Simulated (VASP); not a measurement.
# Cl2GaH in VASP: further runs

One molecule, Cl2GaH, is run at these levels: PBE, BLYP, r2SCAN0, r2SCAN0+D3(BJ), SCAN; tasks: electron localisation function, single point.

All numbers are computed with VASP 6.6.1; they aren't measurements. Logs are shortened: lines on timing, memory, paths and dates and some standing lists are left out, and cuts for length are marked.

## 1. Starting point

The cell holds a molecule in a box, 4 atoms: a = 12.000 Å, b = 13.000 Å, c = 11.000 Å, α = 90.00°, β = 90.00°, γ = 90.00°.

## 2. Electron localisation function, PBE

Contents of INCAR:

```
SYSTEM = GaHCl2
PREC = Accurate
ENCUT = 520
EDIFF = 1E-7
ISMEAR = 0
SIGMA = 0.01
LREAL = .FALSE.
LASPH = .TRUE.
NELM = 60
ALGO = Normal
ISIF = 2
LWAVE = .FALSE.
LCHARG = .TRUE.
GGA = PE
LELF = .TRUE.
```

Contents of KPOINTS:

```
regular mesh
0
G
  1 1 1
  0 0 0
```

Contents of POSCAR:

```
GaHCl2
1.0
   12.0000000000      0.0000000000      0.0000000000
    0.0000000000     13.0000000000      0.0000000000
    0.0000000000      0.0000000000     11.0000000000
Cl Ga H
2 1 1
Direct
    0.3772458300      0.4980230800      0.4408545500
    0.6249208300      0.3841230800      0.5653272700
    0.5476958300      0.5167230800      0.4894000000
    0.6107791700      0.6191076900      0.4708636400
```

Potentials or basis: VASP PAW PBE potentials, release 64 (Cl, Ga_d, H).

Run with:

```bash
> cat potpaw_PBE.64/Cl/POTCAR potpaw_PBE.64/Ga_d/POTCAR potpaw_PBE.64/H/POTCAR > POTCAR
> mpirun -np 1 vasp_gam > vasp.out
```

OUTCAR:

```text
SYSTEM = GaHCl2
   PREC = Accurate
   ENCUT = 520
   EDIFF = 1E-7
   ISMEAR = 0
   LREAL = .FALSE.
   LASPH = .TRUE.
   NELM = 60
   ISIF = 2
   GGA = PE

 ion  position               nearest neighbor table
   1  0.377  0.498  0.441-   3 2.13
   2  0.625  0.384  0.565-   3 2.13
   3  0.548  0.517  0.489-   4 1.54   2 2.13   1 2.13
   4  0.611  0.619  0.471-   3 1.54

  LATTYP: Found a simple orthorhombic cell.
 ALAT       =    11.0000000000
 B/A-ratio  =     1.0909090909
 C/A-ratio  =     1.1818181818

  Lattice vectors:

 A1 = (   0.0000000000,   0.0000000000,  11.0000000000)
 A2 = (  12.0000000000,   0.0000000000,   0.0000000000)
 A3 = (   0.0000000000,  13.0000000000,   0.0000000000)

Analysis of symmetry for initial positions (statically):
=====================================================================
 Subroutine PRICEL returns:
 Original cell was already a primitive cell.

 Routine SETGRP: Setting up the symmetry group for a
 simple orthorhombic supercell.

 Subroutine GETGRP returns: Found  1 space group operations
 (whereof  1 operations were pure point group operations)
 out of a pool of  8 trial point group operations.

The static configuration has the point symmetry C_1 .

Analysis of symmetry for dynamics (positions and initial velocities):
=====================================================================
 Subroutine PRICEL returns:
 Original cell was already a primitive cell.

 Routine SETGRP: Setting up the symmetry group for a
 simple orthorhombic supercell.

 Subroutine GETGRP returns: Found  1 space group operations
 (whereof  1 operations were pure point group operations)
 out of a pool of  8 trial point group operations.

The dynamic configuration has the point symmetry C_1 .

 Subroutine INISYM returns: Found  1 space group operations
 (whereof  1 operations are pure point group operations),
 and found     1 'primitive' translations

----------------------------------------------------------------------------------------

                                     Primitive cell

  volume of cell :    1716.0000

  direct lattice vectors                    reciprocal lattice vectors
    12.000000000  0.000000000  0.000000000     0.083333333  0.000000000  0.000000000
     0.000000000 13.000000000  0.000000000     0.000000000  0.076923077  0.000000000
     0.000000000  0.000000000 11.000000000     0.000000000  0.000000000  0.090909091

  length of vectors
    12.000000000 13.000000000 11.000000000     0.083333333  0.076923077  0.090909091

  position of ions in fractional coordinates (direct lattice)
     0.377245830  0.498023080  0.440854550
     0.624920830  0.384123080  0.565327270
     0.547695830  0.516723080  0.489400000
     0.610779170  0.619107690  0.470863640

  ion indices of the primitive-cell ions
   primitive index   ion index
                 1           1
                 2           2
                 3           3
                 4           4

----------------------------------------------------------------------------------------

 KPOINTS: regular mesh

Automatic generation of k-mesh.
 Grid dimensions read from file:
 generate k-points for:    1    1    1

 Generating k-lattice:

  Cartesian coordinates                     Fractional coordinates (reciprocal lattice)
     0.083333333  0.000000000  0.000000000     1.000000000  0.000000000  0.000000000
     0.000000000  0.076923077  0.000000000     0.000000000  1.000000000  0.000000000
     0.000000000  0.000000000  0.090909091     0.000000000  0.000000000  1.000000000

  Length of vectors
     0.083333333  0.076923077  0.090909091

  Shift w.r.t. Gamma in fractional coordinates (k-lattice)
     0.000000000  0.000000000  0.000000000

 Subroutine IBZKPT returns following result:
 ===========================================

 Found      1 irreducible k-points:

 Following reciprocal coordinates:
            Coordinates               Weight
  0.000000  0.000000  0.000000      1.000000
   k-points           NKPTS =      1   k-points in BZ     NKDIM =      1   number of bands    NBANDS=     18
   number of dos      NEDOS =    301   number of ions     NIONS =      4
   total plane-waves  NPLWV = 740880
   dimension x,y,z NGX =    90 NGY =   98 NGZ =   84
   dimension x,y,z NGXF=   180 NGYF=  196 NGZF=  168
   ions per type =               2   1   1
   NGX,Y,Z   is equivalent  to a cutoff of  12.47, 12.53, 12.70 a.u.
   NGXF,Y,Z  is equivalent  to a cutoff of  24.94, 25.06, 25.39 a.u.
 SYSTEM =  GaHCl2
   PREC   = accura    normal or accurate (medium, high low for compatibility)
   ISTART =      0    job   : 0-new  1-cont  2-samecut
   ICHARG =      2    charge: 1-file 2-atom 10-const
   ISPIN  =      1    spin polarized calculation?
   LNONCOLLINEAR =      F non collinear calculations
   LSORBIT =      F    spin-orbit coupling
   LASPH  =      T    aspherical Exc in radial PAW
   ENCUT  =  520.0 eV  38.22 Ry    6.18 a.u.  22.31 24.17 20.45*2*pi/ulx,y,z
   NELM   =     60;   NELMIN=  2; NELMDL= -5     # of ELM steps
   EDIFF  = 0.1E-06   stopping-criterion for ELM
   LREAL  =      F    real-space projection
   EDIFFG = 0.1E-05   stopping-criterion for IOM
   NSW    =      0    number of steps for IOM
   IBRION =     -1    ionic relax: 0-MD 1-quasi-New 2-CG
   NFREE  =      0    steps in history (QN), initial steepest desc. (CG)
   ISIF   =      2    stress and relaxation
   ISYM   =      2    0-nonsym 1-usesym 2-fastsym
   POTIM  = 0.5000    time-step for ionic-motion
   TEBEG  =    0.0;   TEEND  =   0.0 temperature during run
   PSTRESS=    0.0 pullay stress
   NELECT =      28.0000    total number of electrons
   NUPDOWN=      -1.0000    fix difference up-down
   EMIN   =  10.00;   EMAX   =-10.00  energy-range for DOS
   EFERMI =   0.00;   METHOD = LEGACY
   ISMEAR =     0;   SIGMA  =   0.01  broadening in eV -4-tet -1-fermi 0-gaus
   EFERMI_NEDOS =   21; number of points for ismear=-14 and -15
   IALGO  =     38    algorithm
   IMIX   =      4    mixing-type and parameters
     AMIX     =   0.40;   BMIX     =  1.00
     AMIX_MAG =   1.60;   BMIX_MAG =  1.00
  volume/ion in A,a.u.               =     429.00      2895.03
  Fermi-wavevector in a.u.,A,eV,Ry     =   0.415230  0.784670  2.345858  0.172416
  Thomas-Fermi vector in A             =   1.374036
   LORBIT       =      0    0 simple, 1 ext, 2 COOP (PROOUT), +10 PAW based schemes
   GGA     = PE    functional components
   LHFCALC =     F    Hartree Fock is set to
   AEXX    =    0.0000 exact exchange contribution
   IVDW    =     0    specifies the selected vdW correction
   LEPSILON=     F    determine dielectric tensor
   LRPA    =     F    only Hartree local field effects (RPA)
 non-spin polarized calculation
 Gauss-broadening in eV      SIGMA  =   0.01
  energy-cutoff  :      520.00
  volume of cell :     1716.00
 maximum number of plane-waves:     23131
 NGX is ok and might be reduce to    90
   NGX = 45   NGY = 49   NGZ = 41

 number of electron      27.9999998 magnetization

 Free energy of the ion-electron system (eV)
  ---------------------------------------------------
  ext. energy  EPLUGINS =         0.00000000
  ---------------------------------------------------
  free energy    TOTEN  =       -12.38977752 eV

  energy without entropy =      -12.38977752  energy(sigma->0) =      -12.38977752

 E-fermi :  -7.3583     XC(G=0):  -0.8464

 val. band max:       -7.4369188019   @ k =   0.0000   0.0000   0.0000
 cond. band min:      -2.2219649619   @ k =   0.0000   0.0000   0.0000
 fundamental gap:      5.2149538400
 Fermi energy:        -7.3582668475

 k-point     1 :       0.0000    0.0000    0.0000
  band No.  band energies     occupation
      1     -20.9762      2.00000
      2     -20.8949      2.00000
      3     -20.2485      2.00000
      4     -20.2117      2.00000
      5     -20.1886      2.00000
      6     -19.6434      2.00000
      7     -19.2010      2.00000
      8     -11.8258      2.00000
      9      -9.0571      2.00000
     10      -8.9752      2.00000
     11      -8.1387      2.00000
     12      -7.6677      2.00000
     13      -7.4864      2.00000
     14      -7.4369      2.00000
     15      -2.2220      0.00000
     16      -1.8005      0.00000
     17      -0.2042      0.00000
     18       0.0527      0.00000

------------------------ aborting loop because EDIFF is reached ----------------------------------------

  FORCE on cell =-STRESS in cart. coord.  units (eV):
  Direction    XX          YY          ZZ          XY          YZ          ZX
  --------------------------------------------------------------------------------------
  -------------------------------------------------------------------------------------
  Total        0.2177781      0.0153577      0.0230077     -0.1307773     -0.0592643      0.1200121
  in kB        0.2033328      0.0143390      0.0214816     -0.1221028     -0.0553333      0.1120517
  external PRESSURE =       0.0797178 kB  Pullay stress =       0.0000000 kB

 VOLUME and BASIS-vectors are now :
 -----------------------------------------------------------------------------
  energy-cutoff  :      520.00
  volume of cell :     1716.00
      direct lattice vectors                 reciprocal lattice vectors
    12.000000000  0.000000000  0.000000000     0.083333333  0.000000000  0.000000000
     0.000000000 13.000000000  0.000000000     0.000000000  0.076923077  0.000000000
     0.000000000  0.000000000 11.000000000     0.000000000  0.000000000  0.090909091

 POSITION                                       TOTAL-FORCE (eV/Angst)
 -----------------------------------------------------------------------------------
      4.52695      6.47430      4.84940        -0.120494     -0.015126     -0.031831
      7.49905      4.99360      6.21860         0.052864     -0.100865      0.049469
      6.57235      6.71740      5.38340         0.119590      0.206918     -0.031304
      7.32935      8.04840      5.17950        -0.051959     -0.090927      0.013666
 -----------------------------------------------------------------------------------
    total drift:                               -0.000143      0.000335      0.001846

  FREE ENERGIE OF THE ION-ELECTRON SYSTEM (eV)
  ---------------------------------------------------
  free  energy   TOTEN  =       -12.3897775159 eV

  energy  without entropy=      -12.3897775159  energy(sigma->0) =      -12.38977752
```

It took 1.8 min on 1 thread of Intel Xeon Platinum 8488C (Sapphire Rapids), shared host; peak memory 1.2 GiB.

What came out:

- Free energy: -12.3898 eV
- Largest force: 0.241 eV/Å
- Gap between the frontier levels: 5.21 eV

Forces on the atoms (eV/Å):
```
Cl  -0.120 -0.015 -0.032
Cl   0.053 -0.101  0.049
Ga   0.120  0.207 -0.031
H   -0.052 -0.091  0.014
```

Levels at points of the mesh, in eV from the valence-band top:
```csv
k point,band 12,band 13,band 14,band 15,band 16,band 17
"(0.00, 0.00, 0.00)",-0.23,-0.05,0.00,5.21,5.64,7.23
```

## 3. Single point, BLYP

Contents of INCAR:

```
SYSTEM = GaHCl2
PREC = Accurate
ENCUT = 520
EDIFF = 1E-7
ISMEAR = 0
SIGMA = 0.01
LREAL = .FALSE.
LASPH = .TRUE.
NELM = 60
ALGO = Fast
ISIF = 2
LWAVE = .FALSE.
LCHARG = .FALSE.
GGA = B5
ALDAX = 1.0
AGGAX = 1.0
AGGAC = 1.0
ALDAC = 0.0
NBANDS = 22
```

KPOINTS is that of step 2.

POSCAR is that of step 2.

Potentials or basis: VASP PAW PBE potentials, release 64 (Cl, Ga_d, H).

Run with:

```bash
> cat potpaw_PBE.64/Cl/POTCAR potpaw_PBE.64/Ga_d/POTCAR potpaw_PBE.64/H/POTCAR > POTCAR
> mpirun -np 1 vasp_gam > vasp.out
```

It took 5.6 min on 1 thread of Intel Xeon Platinum 8488C (Sapphire Rapids), shared host; peak memory 1.3 GiB.

It converged, with:

* Free energy: -11.6029 eV
* Largest force: 0.531 eV/Å
* Gap between the frontier levels: 5.10 eV

Forces on the atoms (eV/Å):
```
Cl  -0.483 -0.044 -0.131
Cl   0.230 -0.399  0.199
Ga   0.262  0.456 -0.070
H   -0.008 -0.014  0.002
```

Levels at points of the mesh, in eV from the valence-band top:
| k point | band 11 | band 12 | band 13 | band 14 | band 15 | band 16 | band 17 | band 18 |
| --- | --- | --- | --- | --- | --- | --- | --- | --- |
| (0.00, 0.00, 0.00) | -0.70 | -0.23 | -0.07 | 0.00 | 5.10 | 5.49 | 7.15 | 7.40 |

Caveat: the PAW data sets were made with another functional, which shifts forces and pressure a little.

(Continued in part 2 of 2.)
